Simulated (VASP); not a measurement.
Computed with LDA (Ceperley-Alder, Perdew-Zunger), VASP's LDA PAW potentials (set 64) (plane waves; VASP).

A VASP calculation is set up with these files.

INCAR:
```
SYSTEM = Ni3Si
PREC = Accurate; ENCUT = 400; LREAL = .False.
LASPH = .True.; ICHARG = 11
EDIFF = 1E-7; NELM = 100; ALGO = Normal
LMAXMIX = 4
ISMEAR = 0; SIGMA = 0.05
LWAVE = .False.; LCHARG = .False.; LORBIT = 11
```

File KPOINTS:
```
k-points along high-symmetry lines
15
Line-mode
Reciprocal
  0.000000   0.000000   0.000000 ! GAMMA
  0.000000   0.500000   0.000000 ! X

  0.000000   0.500000   0.000000 ! X
  0.500000   0.500000   0.000000 ! M

  0.500000   0.500000   0.000000 ! M
  0.000000   0.000000   0.000000 ! GAMMA

  0.000000   0.000000   0.000000 ! GAMMA
  0.500000   0.500000   0.500000 ! R

  0.500000   0.500000   0.500000 ! R
  0.000000   0.500000   0.000000 ! X

  0.500000   0.500000   0.500000 ! R
  0.500000   0.500000   0.000000 ! M
```

POSCAR:
```
Ni3Si
6.8538190
  0.4999999688   0.0000000000   0.0000000000
  0.0000000000   0.4999999688   0.0000000000
  0.0000000000   0.0000000000   0.4999999688
Si Ni
1 3
direct
  0.0000000000   0.0000000000   0.0000000000
  0.0000000000   0.5000000000   0.5000000000
  0.5000000000   0.0000000000   0.5000000000
  0.5000000000   0.5000000000   0.0000000000
```

POTCAR, in this order: Si Ni (LDA.64 set). Program: vasp_std. Read from the step before: CHGCAR.

Output

OUTCAR:
```
 ion  position               nearest neighbor table
   1  0.000  0.000  0.000-   2 2.42   3 2.42   4 2.42   2 2.42   3 2.42   2 2.42   4 2.42   2 2.42
                             3 2.42   4 2.42   3 2.42   4 2.42
   2  0.000  0.500  0.500-   1 2.42   3 2.42   4 2.42   1 2.42   4 2.42   1 2.42   3 2.42   1 2.42
                             3 2.42   4 2.42   4 2.42   3 2.42
   3  0.500  0.000  0.500-   1 2.42   2 2.42   4 2.42   1 2.42   4 2.42   2 2.42   4 2.42   4 2.42
                             1 2.42   2 2.42   1 2.42   2 2.42
   4  0.500  0.500  0.000-   1 2.42   2 2.42   3 2.42   2 2.42   3 2.42   1 2.42   3 2.42   3 2.42
                             1 2.42   2 2.42   2 2.42   1 2.42
  LATTYP: Found a simple cubic cell.
 ALAT       =     3.4269092861
 Subroutine PRICEL returns:
 Original cell was already a primitive cell.
 Subroutine GETGRP returns: Found 48 space group operations
The static configuration has the point symmetry O_h .
The dynamic configuration has the point symmetry O_h .
 Subroutine INISYM returns: Found 48 space group operations
   k-points           NKPTS =     90   k-points in BZ     NKDIM =     90   number of bands    NBANDS=     21
   number of dos      NEDOS =    301   number of ions     NIONS =      4
   total plane-waves  NPLWV =  13824
   dimension x,y,z NGX =    24 NGY =   24 NGZ =   24
   dimension x,y,z NGXF=    48 NGYF=   48 NGZF=   48
   ions per type =               1   3
   PREC   = accura    normal or accurate (medium, high low for compatibility)
   ISTART =      0    job   : 0-new  1-cont  2-samecut
   ICHARG =     11    charge: 1-file 2-atom 10-const
   ISPIN  =      1    spin polarized calculation?
   LNONCOLLINEAR =      F non collinear calculations
   LSORBIT =      F    spin-orbit coupling
   INIWAV =      1    electr: 0-lowe 1-rand  2-diag
   ENCUT  =  400.0 eV  29.40 Ry    5.42 a.u.   5.59  5.59  5.59*2*pi/ulx,y,z
   NELM   =    100;   NELMIN=  2; NELMDL= -5     # of ELM steps
   EDIFF  = 0.1E-06   stopping-criterion for ELM
   LREAL  =      F    real-space projection
   NLSPLINE    = F    spline interpolate recip. space projectors
   LMAXMIX     =    4 max onsite mixed and CHGCAR
   VOSKOWN=      0    Vosko Wilk Nusair interpolation
   EDIFFG = 0.1E-05   stopping-criterion for IOM
   NSW    =      0    number of steps for IOM
   NBLOCK =      1;   KBLOCK =      1    inner block; outer block
   IBRION =     -1    ionic relax: 0-MD 1-quasi-New 2-CG
   NFREE  =      0    steps in history (QN), initial steepest desc. (CG)
   ISIF   =      2    stress and relaxation
   ISYM   =      2    0-nonsym 1-usesym 2-fastsym
   TEIN   =    0.0    initial temperature
   TEBEG  =    0.0;   TEEND  =   0.0 temperature during run
   SMASS  =  -3.00    Nose mass-parameter (am)
   PSTRESS=    0.0 pullay stress
   NELECT =      34.0000    total number of electrons
   EFERMI =   0.00;   METHOD = LEGACY
   ISMEAR =     0;   SIGMA  =   0.05  broadening in eV -4-tet -1-fermi 0-gaus
   IALGO  =     38    algorithm
   LDIAG  =      T    sub-space diagonalisation (order eigenvalues)
   IMIX   =      4    mixing-type and parameters
     AMIX     =   0.40;   BMIX     =  1.00
     AMIX_MAG =   1.60;   BMIX_MAG =  1.00
     AMIN     =   0.10
   GGA     = CA    functional components
   VOSKOWN =     0    Vosko Wilk Nusair interpolation
   LHFCALC =     F    Hartree Fock is set to
   LHFONE  =     F    Hartree Fock one center treatment
   AEXX    =    0.0000 exact exchange contribution
   IVDW    =     0    specifies the selected vdW correction
   LEPSILON=     F    determine dielectric tensor
   LRPA    =     F    only Hartree local field effects (RPA)
  energy-cutoff  :      400.00
  volume of cell :       40.24
      direct lattice vectors                 reciprocal lattice vectors
     3.426909286  0.000000000  0.000000000     0.291808133  0.000000000  0.000000000
     0.000000000  3.426909286  0.000000000     0.000000000  0.291808133  0.000000000
     0.000000000  0.000000000  3.426909286     0.000000000  0.000000000  0.291808133
 k-point     1 :   0.0000 0.0000 0.0000  plane waves:     739
 k-point     2 :   0.0000 0.0357 0.0000  plane waves:     739
 k-point     3 :   0.0000 0.0714 0.0000  plane waves:     739
 k-point     4 :   0.0000 0.1071 0.0000  plane waves:     743
...
```

### OSZICAR
```
       N       E                     dE             d eps       ncg     rms          rms(c)
DAV:   1     0.171081683269E+03    0.17108E+03   -0.13626E+04  3796   0.187E+03
DAV:   2    -0.185282661806E+02   -0.18961E+03   -0.18326E+03  3780   0.344E+02
DAV:   3    -0.266712879328E+02   -0.81430E+01   -0.78253E+01  4167   0.952E+01
DAV:   4    -0.268487413460E+02   -0.17745E+00   -0.17666E+00  4431   0.120E+01
DAV:   5    -0.268551915513E+02   -0.64502E-02   -0.64487E-02  4745   0.213E+00
DAV:   6    -0.268554792460E+02   -0.28769E-03   -0.28767E-03  5169   0.398E-01
DAV:   7    -0.268554865951E+02   -0.73492E-05   -0.73498E-05  4953   0.507E-02
DAV:   8    -0.268554867843E+02   -0.18915E-06   -0.18937E-06  3417   0.547E-03
DAV:   9    -0.268554867874E+02   -0.31478E-08   -0.37209E-08  2795   0.134E-03
   1 F= -.26855487E+02 E0= -.26852925E+02  d E =-.512266E-02
```

OUTCAR:
```
 val. band max:       11.4655363063   @ k =   0.3929   0.3929   0.3929

 cond. band min:      11.4797949932   @ k =   0.0714   0.5000   0.0000



 k-point     1 :       0.0000    0.0000    0.0000
  band No.  band energies     occupation
      1      -0.9146      2.00000
      2       6.1843      2.00000
      3       7.0197      2.00000
      4       7.0197      2.00000
      5       7.5647      2.00000
      6       7.5647      2.00000
      7       7.5647      2.00000
      8       9.7734      2.00000
      9       9.7734      2.00000
     10       9.7734      2.00000
     11      10.5771      2.00000
     12      10.5771      2.00000
     13      10.5771      2.00000
     14      10.8401      2.00000
     15      10.8401      2.00000
     16      11.1831      2.00000
     17      11.5371      0.06493
     18      11.5371      0.06493
     19      11.5371      0.06493
     20      16.9681      0.00000
     21      18.2134      0.00000

 k-point     2 :       0.0000    0.0357    0.0000
  band No.  band energies     occupation
      1      -0.8987      2.00000
      2       6.1898      2.00000
      3       6.9992      2.00000
      4       7.0313      2.00000
      5       7.5642      2.00000
      6       7.5642      2.00000
      7       7.5695      2.00000
      8       9.7359      2.00000
      9       9.7359      2.00000
     10       9.7680      2.00000
     11      10.5111      2.00000
     12      10.5965      2.00000
     13      10.5965      2.00000
     14      10.8404      2.00000
     15      10.8531      2.00000
     16      11.1761      2.00000
     17      11.5371      0.06486
     18      11.5681      0.00644
     19      11.5681      0.00644
     20      17.0108      0.00000
     21      18.2104      0.00000

 k-point     3 :       0.0000    0.0714    0.0000
  band No.  band energies     occupation
      1      -0.8512      2.00000
      2       6.2038      2.00000
      3       6.9381      2.00000
      4       7.0659      2.00000
...
```

The density is held fixed in this step, so its total energy and stress have no physical meaning.

The compound is Ni3Si in the L1_2 structure. It was relaxed first, which changed the volume by -7 %. The run is not spin-polarised, so no magnetic state was tried.
